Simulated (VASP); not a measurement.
Energy against volume of Mo (bcc). Calculation: vdW-DF-cx, VASP's PBE PAW potentials (set 64) (plane waves; VASP). Run with 520 eV cut-off, 16×16×16 Γ-centred mesh, first-order Methfessel-Paxton smearing of 0.10 eV, potentials Mo_sv.

```tsv
V (Å³/atom)	E (eV/atom)
14.518	-8.36159
14.981	-8.40118
15.444	-8.41258
15.908	-8.39984
```

Question: Fit these four points and predict the energy of the run at 16.371 Å³/atom.

Answer: A cubic in V^(−2/3), the third-order Birch-Murnaghan form, passes through the four points with V0 = 15.42 Å³/atom and B0 = 279 GPa, and gives -8.3665 eV/atom there. The run gave -8.3665 eV/atom, +0.0 meV/atom from the fit; all five points give B0 = 279 GPa.

The compound is Mo in the bcc structure. It was relaxed first.
